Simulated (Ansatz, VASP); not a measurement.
## Cross-check of TaN between VASP and Ansatz

Wanted: the spread between two codes on one cell, functional and k mesh. The cell is taken from a series of VASP runs on this material, whose earlier steps may have relaxed, scaled or displaced it; both programs get it as it stands.

Program: Ansatz 0.2.0. Level of theory: plane waves, with VASP 6.6.1 beside it; relaxation of cell and atoms at PBEsol, spin-orbit coupling. Results are calculated unless marked as measured.

## (1) Set-up

It takes space group Fm-3m (No. 225, cubic). The conventional cell has a = 4.382 Å, b = 4.382 Å, c = 4.382 Å, α = 90.00°, β = 90.00°, γ = 90.00°. Nearest to Ta lie 6 N at 2.19 Å. N has 6 Ta at 2.19 Å nearest. Farther neighbours and most contacts between anions are not listed.

## (2) VASP: relaxation of cell and atoms, PBEsol, spin-orbit coupling

The relaxed volume is the usual yardstick between codes: its relative difference is about their pressure difference at one cell divided by the bulk modulus.

Lines of VASP's logs that name or quote its potential files are left out, and so is its time.

INCAR reads:

```
SYSTEM = TaN
PREC = Accurate
ENCUT = 520
EDIFF = 1E-06
NELM = 100
ISMEAR = 1
SIGMA = 0.15
LREAL = .FALSE.
ALGO = Normal
GGA = PS
LNONCOLLINEAR = .TRUE.
MAGMOM = 0 0 0 0 0 0
NBANDS = 28
GGA_COMPAT = .FALSE.
LASPH = .TRUE.
LSORBIT = .TRUE.
LMAXMIX = 4
LORBIT = 11
LWAVE = .FALSE.
LCHARG = .FALSE.
KPAR = 4
IBRION = 2
NSW = 50
ISIF = 3
EDIFFG = -0.006
```

POSCAR reads:

```
TaN
1.0
    0.0000000000      2.1911269685      2.1911269685
    2.1911269685      0.0000000000      2.1911269685
    2.1911269685      2.1911269685      0.0000000000
Ta N
1 1
Direct
    0.5000000000      0.5000000000      0.5000000000
    0.0000000000      0.0000000000      0.0000000000
```

KPOINTS reads:

```
Automatic mesh
0
Gamma
14 14 14
0 0 0
```

PAW data sets: Ta_pv and N (PBE family, release 64).

Started as:

```console
> mpirun -np 4 vasp_ncl
```

Numbers of over 12 decimals in the logs are rounded to 6 here.

The log of the run:

```text
[banner, memory and clock lines left out]
running    4 mpi-ranks, on    1 nodes
 distrk:  each k-point on    1 cores,    4 groups
 distr:  one band on    1 cores,    1 groups

 POSCAR found type information on POSCAR TaN
 POSCAR found :  2 types and       2 ions
|                                                                             |
|               ----> ADVICE to this user running VASP <----                  |
|                                                                             |
|     You enforced a specific xc type in the INCAR file but a different       |
|     [... a line on the potential file left out ...]
|     I HOPE YOU KNOW WHAT YOU ARE DOING!                                     |
|                                                                             |

 LDA part: xc-table for (Slater+PW92), standard interpolation
 POSCAR, INCAR and KPOINTS ok, starting setup
 FFT: planning ... GRIDC
 FFT: planning ... GRID_SOFT
 FFT: planning ... GRID
 WAVECAR not read
 entering main loop
       N       E                     dE             d eps       ncg     rms          rms(c)
DAV:   1     0.130671591971E+03    0.13067E+03   -0.83949E+03  5840   0.122E+03
DAV:   2    -0.196103255618E+02   -0.15028E+03   -0.14174E+03  6692   0.372E+02
DAV:   3    -0.266236956681E+02   -0.70134E+01   -0.68620E+01  7000   0.760E+01
DAV:   4    -0.266896175649E+02   -0.65922E-01   -0.65698E-01  6484   0.755E+00
DAV:   5    -0.266900670674E+02   -0.44950E-03   -0.44945E-03  6596   0.585E-01    0.254E+01
DAV:   6    -0.240002222126E+02    0.26898E+01   -0.55813E+00  6420   0.274E+01    0.105E+01
DAV:   7    -0.239223779697E+02    0.77844E-01   -0.42507E-01  6320   0.675E+00    0.737E+00
DAV:   8    -0.238891166988E+02    0.33261E-01   -0.16123E-01  6328   0.357E+00    0.181E+00
DAV:   9    -0.238824472877E+02    0.66694E-02   -0.14046E-02  6304   0.104E+00    0.304E-01
DAV:  10    -0.238823430114E+02    0.10428E-03   -0.10777E-03  6784   0.319E-01    0.315E-01
DAV:  11    -0.238822693049E+02    0.73706E-04   -0.17018E-04  6768   0.150E-01    0.353E-02
DAV:  12    -0.238822644956E+02    0.48093E-05   -0.10826E-05  6532   0.407E-02    0.921E-03
DAV:  13    -0.238822645398E+02   -0.44167E-07   -0.29531E-07  3912   0.632E-03
   1 F= -.23882265E+02 E0= -.23882547E+02  d E =-.238823E+02  mag=     0.0000    -0.0000    -0.0000
 curvature:   0.00 expect dE= 0.000E+00 dE for cont linesearch  0.000E+00
 trial: gam= 0.00000 g(F)=  0.166E-60 g(S)=  0.310E-06 ort = 0.000E+00 (trialstep = 0.100E+01)
 search vector abs. value=  0.310E-06
 reached required accuracy - stopping structural energy minimisation
```

From OUTCAR (step 2):

```text
ion  position               nearest neighbor table
   1  0.500  0.500  0.500-   2 2.19   2 2.19   2 2.19   2 2.19   2 2.19   2 2.19
   2  0.000  0.000  0.000-   1 2.19   1 2.19   1 2.19   1 2.19   1 2.19   1 2.19

  LATTYP: Found a face centered cubic cell.
 ALAT       =     4.3822539370

 Subroutine GETGRP returns: Found 48 space group operations
 (whereof 48 operations were pure point group operations)

The static configuration has the point symmetry O_h .

 Found    104 irreducible k-points:

   k-points           NKPTS =    104   k-points in BZ     NKDIM =    104   number of bands    NBANDS=     28

   dimension x,y,z NGX =    24 NGY =   24 NGZ =   24
   dimension x,y,z NGXF=    48 NGYF=   48 NGZF=   48

   ENCUT  =  520.0 eV  38.22 Ry    6.18 a.u.   5.76  5.76  5.76*2*pi/ulx,y,z

   NELECT =      16.0000    total number of electrons

 k-points in reciprocal lattice and weights: Automatic mesh
   0.00000000  0.00000000  0.00000000       0.000
   0.07142857  0.00000000  0.00000000       0.003
   0.14285714  0.00000000  0.00000000       0.003
   0.21428571  0.00000000  0.00000000       0.003
   0.28571429  0.00000000  0.00000000       0.003
   0.35714286  0.00000000  0.00000000       0.003
   0.42857143  0.00000000  0.00000000       0.003
   0.50000000  0.00000000  0.00000000       0.001
   0.07142857  0.07142857  0.00000000       0.002
[...]
-0.28571429  0.42857143  0.21428571       0.009
  -0.28571429  0.50000000  0.21428571       0.004

 average (electrostatic) potential at core
       1 -34.5030       2 -61.2403

 E-fermi :   9.4479

 k-point     1 :       0.0000    0.0000    0.0000
  band No.  band energies     occupation
    ...
     16       7.1773      1.00000
     17       7.1773      1.00000
     18       7.1773      1.00000
     19       7.5468      1.00000
     20       7.5468      1.00000
     21       9.5496      0.04794
     22       9.5496      0.04794
     23       9.5496      0.04794
     24       9.5496      0.04794
     25      11.1329     -0.00000
    ...

 k-point     2 :       0.0714    0.0000    0.0000
  band No.  band energies     occupation
    ...
     16       7.4236      1.00000
     17       7.4303      1.00000
     18       7.4303      1.00000
     19       7.7777      1.00000
     20       7.7777      1.00000
     21      10.0627     -0.00000
     22      10.0627     -0.00000
     23      10.0630     -0.00000
     24      10.0630     -0.00000
     25      11.5093     -0.00000
    ...

 k-point     3 :       0.1429    0.0000    0.0000
  band No.  band energies     occupation
    ...
     16       7.8369      1.00000
     17       7.9347      1.00000
     18       7.9347      1.00000
     19       8.2044      1.00000
     20       8.2044      1.00000
     21      11.2542     -0.00000
     22      11.2542     -0.00000
     23      11.2622     -0.00000
     24      11.2622     -0.00000
     25      12.4284     -0.00000
    ...

  Total        0.0020691      0.0020691      0.0020691      0.0000000      0.0000000      0.0000000
  in kB        0.1575645      0.1575645      0.1575645      0.0000000      0.0000000      0.0000000
  external PRESSURE =       0.1575645 kB  Pullay stress =       0.0000000 kB

  energy-cutoff  :      520.00
  volume of cell :       21.04
      direct lattice vectors                 reciprocal lattice vectors
     0.000000000  2.191126968  2.191126968    -0.228193075  0.228193075  0.228193075
     2.191126968  0.000000000  2.191126968     0.228193075 -0.228193075  0.228193075
     2.191126968  2.191126968  0.000000000     0.228193075  0.228193075 -0.228193075

 POSITION                                       TOTAL-FORCE (eV/Angst)
 -----------------------------------------------------------------------------------
      2.19113      2.19113      2.19113         0.000000     -0.000000      0.000000
      0.00000      0.00000      0.00000        -0.000000      0.000000     -0.000000
 -----------------------------------------------------------------------------------
    total drift:                               -0.000000     -0.000000     -0.000000

  FREE ENERGIE OF THE ION-ELECTRON SYSTEM (eV)
  ---------------------------------------------------
  free  energy   TOTEN  =       -23.8822645398 eV

  energy  without entropy=      -23.8831119855  energy(sigma->0) =      -23.88254702

 reached required accuracy - stopping structural energy minimisation

 Spin-Orbit-Coupling matrix elements
 Ion:    1  E_soc:     -1.3293944
 Ion:    2  E_soc:     -0.0004550

 total charge
# of ion       s       p       d       tot
------------------------------------------
    1        0.277   6.230   2.479   8.986
    2        1.223   2.534   0.000   3.757
--------------------------------------------------
tot          1.500   8.764   2.479  12.743

 magnetization (x)
# of ion       s       p       d       tot
------------------------------------------
    1        0.000   0.000  -0.000   0.000
    2       -0.000   0.000   0.000  -0.000
--------------------------------------------------
tot          0.000   0.000  -0.000   0.000

 magnetization (y)
# of ion       s       p       d       tot
------------------------------------------
    1        0.000  -0.000   0.000   0.000
    2       -0.000   0.000   0.000  -0.000
--------------------------------------------------
tot         -0.000  -0.000   0.000   0.000

 magnetization (z)
# of ion       s       p       d       tot
------------------------------------------
    1        0.000   0.000  -0.000  -0.000
    2        0.000   0.000   0.000   0.000
--------------------------------------------------
tot          0.000   0.000  -0.000  -0.000

[... 3 further parts left out ...]
```

CONTCAR:

```
TaN
   1.00000000000000
     0.0000000000000000    2.1911269684999999    2.1911269684999999
     2.1911269684999999    0.0000000000000000    2.1911269684999999
     2.1911269684999999    2.1911269684999999    0.0000000000000000
  Ta              N
     1     1
Direct
     0.5000000000000000    0.5000000000000000    0.5000000000000000
     0.0000000000000000    0.0000000000000000    0.0000000000000000
```

The run keeps the 48 symmetry operations of its start, so it cannot find a distortion of lower symmetry.

## (3) Ansatz: relaxation of cell and atoms, PBEsol, spin-orbit coupling

Ansatz runs on its fully relativistic PAW (standard-fr) files.

The same cell, functional, mesh and smearing now go to Ansatz, which takes its cutoff from its data sets.

input.yaml reads:

```yaml
crystal:
  lattice:
    - [0.0, 2.1911269685, 2.1911269685]
    - [2.1911269685, 0.0, 2.1911269685]
    - [2.1911269685, 2.1911269685, 0.0]
  atoms:
    - { symbol: Ta, position: [0.5, 0.5, 0.5] }
    - { symbol: "N", position: [0.0, 0.0, 0.0] }
hamiltonian:
  xc: pbesol
  pseudopotentials: { kind: paw_fr }
magnetization:
  noncollinear: true
  spin_orbit: true
kpoints:
  mp_grid: { grid: [14, 14, 14] }
scf:
  occupations: { method: methfessel_paxton, width: 0.15 }
relax:
  f_tol: 0.01
  max_steps: 60
  cell: { stress_tol: 0.05 }
output:
  forces: true
  stress: true
```

Started as:

```console
> ansatz run input.yaml --threads 4 --pin off --max-ram 9216MiB --backend cpu --events-out ev --progress --plain --runs-dir out
```

The log of the run:

```text
Engine: ansatz 0.2.0, x86_64-unknown-linux-gnu
Pseudopotentials: kind: paw_fr
Pseudopotential: Ta, paw_fr, valence charge 13, recommended cutoff 420 eV (normal), Ta.paw.azcp#standard-fr
Pseudopotential: N, paw_fr, valence charge 5, recommended cutoff 420 eV (normal), N.paw.azcp#standard-fr
Functional definition: PBEsol
  exchange = pbesol_x
  correlation = pbesol_c
non-collinear run that drives no moment, with spin-orbit: no starting moment large enough to seed its density (crystal.atoms[].spin), no starting occupations that ask for one, no magnetisation constraint and no magnetic field, so the semilocal B_xc is pinned to zero
Crystal: 2 atoms, lattice volume = 21.039 Å³
Basis set: ecut = 420 eV, 411 PW (Γ), exchange–correlation on 48×48×48 points (8 copies of the dense FFT grid, shifted against one another)
Bands: 26, of which v1, the nominal top of the filled ones, is band 18 counted from 1 (17 counted from 0)
Symmetry: 48 space group operations + 48 with time reversal
Magnetic group: BNS 225.117 (UNI 1619), of the structure as read, at distance tolerance 2.8e-5 Å
k-points: 104 of 2744
Projection manifold: j_resolved (fully-relativistic pseudo-atomic orbitals)
Non-local potential: Ta, projectors of the file, l = 0: 3, l = 1: 4, l = 2: 4, l = 3: 2
Non-local potential: N, projectors of the file, l = 0: 2, l = 1: 4, l = 2: 2
PAW form: soft (Blöchl's): semilocal exchange-correlation on the pseudo side does not see the compensation charge
PAW frozen core: Ta, regenerated for the run's functional, and the local potential with it (the file was generated under x = pbe(κ = 0.804, μ = 0.219515), c = pbe(β = 0.066725))
PAW frozen core: N, regenerated for the run's functional, and the local potential with it (the file was generated under x = pbe(κ = 0.804, μ = 0.219515), c = pbe(β = 0.066725))
PAW one-centre angular grid: Ta, 590 points (default); XC on 64 Gauss nodes
PAW one-centre angular grid: N, 110 points (default); XC on 64 Gauss nodes
Initial density: superposition of atomic densities (chi_scale 0.1, normalization cell, long waves kept (reshape's long-wave potential 0.00 eV rms))
Initial wavefunctions: pseudopotential atomic-orbital guess
Functional: x = pbesol(κ = 0.804, μ = 0.123457), c = pbesol(β = 0.046)
SCF iter   1: F=—  HF=-10209.210974 eV  |F-HF|=—  |Δ(HF+E_count)|=         —  Δρ=4.69e-2  dr2=4.39e-1  dr2_m=0.00e0 (ungated)  ethr=3.10e-3  |M|=0.00e0 ∫|m|=0.00e0 μB  |m|>n=0.0e0 m-floor=0.0e0 τ_xc=0.0e0  β_m=0.30  ⟨swp⟩=6.2  Hψ=14995  notcnv=0  defer=238
automatic band count: the SCF goes on with 34 bands, as 26 were too few: the levels above may hold too much charge
preconditioner: auto → none  [insulator: Δε(μ)=0.103 eV  Ē_g=15.913 eV  σ=0.150 eV  W_gap=0.54  n_scr=8 (ndim 8)  ℏωp=25.6 eV  f_vac=0.000  D(μ)=0.52/eV (n_scr^D=0)  ε∞_Penn≈3.6]
SCF iter   2: F=—  HF=-10209.131368 eV  |F-HF|=—  |Δ(HF+E_count)|=   7.96e-2  S|Δr|=    0.00e0  Δρ=2.91e-2  dr2=5.69e-2  dr2_m=0.00e0 (ungated)  ethr=2.44e-3  |M|=0.00e0 ∫|m|=0.00e0 μB  |m|>n=0.0e0 m-floor=0.0e0 τ_xc=0.0e0  β_m=0.35  ⟨swp⟩=2.0  Hψ=2569  notcnv=0  defer=832
SCF iter   3: F=—  HF=-10209.141741 eV  |F-HF|=—  |Δ(HF+E_count)|=   1.04e-2  S|Δr|=    0.00e0  Δρ=1.68e-2  dr2=1.99e-2  dr2_m=0.00e0 (ungated)  ethr=3.16e-4  |M|=0.00e0 ∫|m|=0.00e0 μB  |m|>n=0.0e0 m-floor=0.0e0 τ_xc=0.0e0  β_m=0.57  ⟨swp⟩=1.0  Hψ=1342  notcnv=0  defer=834
SCF iter   4: F=—  HF=-10209.149866 eV  |F-HF|=—  |Δ(HF+E_count)|=   8.12e-3  S|Δr|=    0.00e0  Δρ=8.26e-4  dr2=1.23e-4  dr2_m=0.00e0 (ungated)  ethr=1.10e-4  |M|=0.00e0 ∫|m|=0.00e0 μB  |m|>n=0.0e0 m-floor=0.0e0 τ_xc=0.0e0  β_m=0.67  ⟨swp⟩=1.4  Hψ=1636  notcnv=0  defer=834
SCF iter   5: F=—  HF=-10209.149860 eV  |F-HF|=—  |Δ(HF+E_count)|=   5.98e-6  S|Δr|=    0.00e0  Δρ=2.34e-4  dr2=5.80e-6  dr2_m=0.00e0 (ungated)  ethr=6.85e-7  |M|=0.00e0 ∫|m|=0.00e0 μB  |m|>n=0.0e0 m-floor=0.0e0 τ_xc=0.0e0  β_m=0.83  ⟨swp⟩=2.0  Hψ=2185  notcnv=0  defer=834
SCF iter   6: F=—  HF=-10209.149858 eV  |F-HF|=—  |Δ(HF+E_count)|=   1.72e-6  S|Δr|=    0.00e0  Δρ=4.51e-5  dr2=4.64e-7  dr2_m=0.00e0 (ungated)  ethr=3.22e-8  |M|=0.00e0 ∫|m|=0.00e0 μB  |m|>n=0.0e0 m-floor=0.0e0 τ_xc=0.0e0  β_m=0.70  ⟨swp⟩=2.0  Hψ=2293  notcnv=0  defer=834
SCF iter   7: F=-10209.149858 eV  HF=-10209.149858 eV  |F-HF|=4.59e-8  |Δ(HF+E_count)|=   1.89e-7  S|Δr|=    0.00e0  Δρ=1.48e-5  dr2=5.02e-8  dr2_m=0.00e0 (ungated)  ethr=5.56e-10  |M|=0.00e0 ∫|m|=0.00e0 μB  |m|>n=0.0e0 m-floor=0.0e0 τ_xc=0.0e0  ⟨swp⟩=4.0  Hψ=4521  notcnv=0
SCF 1 converged in 7 iterations: F = -10209.149858 eV  dr2 = 5.02e-8
  greatest PAW one-centre occupation: 1.000 electrons in one spin orbital (limit 2), on the Ta atom at site 0 (counted from 0), in its partial waves of l = 0
relax step   1: F+E_penalty+E_count = -10209.14985815 eV  Δ(F+E_penalty+E_count) = +0.000e0 eV  max|allowed force component| = 7.889e-30 eV/Å  Δτ_max = 0.0000 Å  P = -1.705 GPa  Ω = 21.039 Å³  (7 SCF iters, dr2 threshold 1.00e-7 eV, accepted)
[...]
relax step   2: F+E_penalty+E_count = -10209.15076263 eV  Δ(F+E_penalty+E_count) = -9.045e-4 eV  max|allowed force component| = 3.957e-29 eV/Å  Δτ_max = 0.0000 Å  P = +0.716 GPa  Ω = 20.898 Å³  energy of the carried Pulay correction = +4.593e-4 eV  (4 SCF iters, dr2 threshold 2.00e-7 eV, accepted)
[...]
relax step   3: F+E_penalty+E_count = -10209.15071851 eV  Δ(F+E_penalty+E_count) = +4.412e-5 eV  max|allowed force component| = 6.153e-29 eV/Å  Δτ_max = 0.0000 Å  P = -0.009 GPa  Ω = 20.939 Å³  energy of the carried Pulay correction = +3.238e-4 eV  (4 SCF iters, dr2 threshold 2.00e-7 eV, accepted)
[...]
relax step   4: F+E_penalty+E_count = -10209.15042582 eV  Δ(F+E_penalty+E_count) = +2.927e-4 eV  max|allowed force component| = 8.191e-29 eV/Å  Δτ_max = 0.0000 Å  P = -0.032 GPa  Ω = 20.939 Å³  stress off target by 3.19e-2 GPa  SCF on the basis re-selected at this cell (its energy is not comparable with the rows above)  (5 SCF iters)
basis re-selected at this cell: Δ(F+E_penalty+E_count) = +2.927e-4 eV, ΔP = -0.023 GPa vs the last step (what re-selecting the basis moved, of the pressure what is left beyond the Pulay correction that the steps carried, after the strain that the cell walked since its last selection, with what the two solves' SCF thresholds leave and, on support functions, any second-order correction that the steps lacked; it is no m [...]
SCF converged after 5 iterations
Stability not checked: this state was not tested for a lower state beside it, because cold or Methfessel-Paxton smearing, or corrected tetrahedra, fill the levels in a way that the test cannot read (fill_not_monotonic; see scf.lower_state_search)
Magnetization: |M| = 0.0000 μB,  M = (+0.0000, +0.0000, +0.0000) μB
Absolute magnetization: 0.0000 μB (∫|m|)
  site 0: m = (+0.0000, +0.0000, +0.0000) μB, |m| = 0.0000 μB  (R = 0.90 Å)
  site 1: m = (+0.0000, +0.0000, +0.0000) μB, |m| = 0.0000 μB  (R = 0.90 Å)
Free energy (F): -10209.150426 eV
Harris-Foulkes:  -10209.150426 eV  (|F-HF|=3.64e-12)
Internal energy: -10209.151464 eV  (E = F + TS)
E sigma→0 (E₀):  -10209.150685 eV
Entropy (-TS):   0.001038 eV (0.519 meV/atom)
Fermi energy:    21.868188 eV
--- Per-component energies (eV) ---
  E_band       = -43.349739
  E_kinetic    = 501.472866
  E_local      = -574.535791  (includes V_loc(G=0)·N_el)
  E_nonlocal   = 59.649473
  E_hartree    = 193.467381
  E_xc         = -278.088766
  E_vxc        = -282.138699  (∫ρ·V_xc dr)
  E_paw        = -8414.582040  (= ΣΔE_a)
  E_vpaw       = -134.732612  (= ΣTr[D̂ρ^β])
  E_aug_tail   = 0.000237  (compensation charges beyond the density's cutoff)
  E_ewald      = -1696.781298
  E_core_change = 0.246475  (= ΣΔE_core)
  E_smearing   = 0.001038  (= −TS)
  E_closure    = 0.000000  (closes the sum)
  Σ components = -10209.150426   (vs F -10209.150426, Δ=0.00e0)
--- Forces (eV/Å), atoms counted from 1 ---
  atom   1  Ta     0.00000000     0.00000000    -0.00000000
  atom   2  N     -0.00000000     0.00000000     0.00000000
  max |Σ_I F_I| component: 1.60e-28 eV/Å
--- Stress (GPa, compression-positive) ---
       -0.031893       0.000000      -0.000000
        0.000000      -0.031893       0.000000
       -0.000000       0.000000      -0.031893
  P = ⅓ Tr σ = -0.0319 GPa (-0.319 kbar)
--- Relaxed structure (3 steps of the walk, 3 accepted, 1 SCFs on fresh bases) ---
  F+E_penalty+E_count = -10209.15042582 eV   max|allowed force component| = 8.191e-29 eV/Å   (the final SCF, on the basis selected at the relaxed cell)
  cell:  # Å, volume = 20.9395 Å³
    - [0, 2.187655, 2.187655]
    - [2.187655, 0, 2.187655]
    - [2.187655, 2.187655, 0]
  atoms:
    - { symbol: Ta, position: [0.500000, 0.500000, 0.500000] }
    - { symbol: N, position: [0, 0, 0] }
```

Wall time 6.3 s (4 threads of Intel Xeon 6975P-C (Granite Rapids), shared host); peak memory 0.52 GiB.

## (4) Side by side

Known differences besides the potentials themselves: spin-orbit coupling enters by fully relativistic files in Ansatz and inside the spheres in VASP; both relaxations stop at a tolerance, which leaves soft axes loose, and VASP keeps its plane-wave basis; the data sets hold 18 valence electrons in Ansatz (fully relativistic PAW (standard-fr) files) and 16 in VASP; the cutoff is 420 eV in Ansatz and 520 eV in VASP; Ansatz makes its cores anew for this functional, VASP keeps those of its PBE data sets; Ansatz adds a Pulay correction to the stress that steers its cell, VASP none. Total energies have different zeros and are not compared.

Compared:

```tsv
quantity	Ansatz	VASP	difference
volume (Å³)	20.94	21.04	-0.47 %
edge a after relaxation, in the typed setting (Å)	3.094	3.099	-0.16 %
```

The walks stopped with -0.03 GPa left in Ansatz and 0.02 GPa in VASP; each walk ends within a tolerance, so the volume difference is uncertain by about these residues over the bulk modulus, most in soft cells.

## (5) Summary of results

```json
{
 "difference in volume (relaxation of cell and atoms, PBEsol, spin-orbit coupling)": "-0.47 %"
}
```

The difference in volume is -0.47 % (relaxation of cell and atoms, PBEsol, spin-orbit coupling), within the 1.2 % picked in this series as the mark of a large difference, as far as the stopping tolerances let one tell. How closely two codes agree says nothing of how well the functional describes the real material.

[Lines on the potential files, build, host, timing and source positions are cut from VASP's logs without a mark.]

[Logs are printed without paths, hosts, clocks, repeated set-up lines and the standing remarks that a program may print on its own settings, such as how far it seeks lower states.]

[Hosts, paths, dates, database ids (printed as entryN), source tags and the programs' standing remarks are cut or masked in the printed files.]
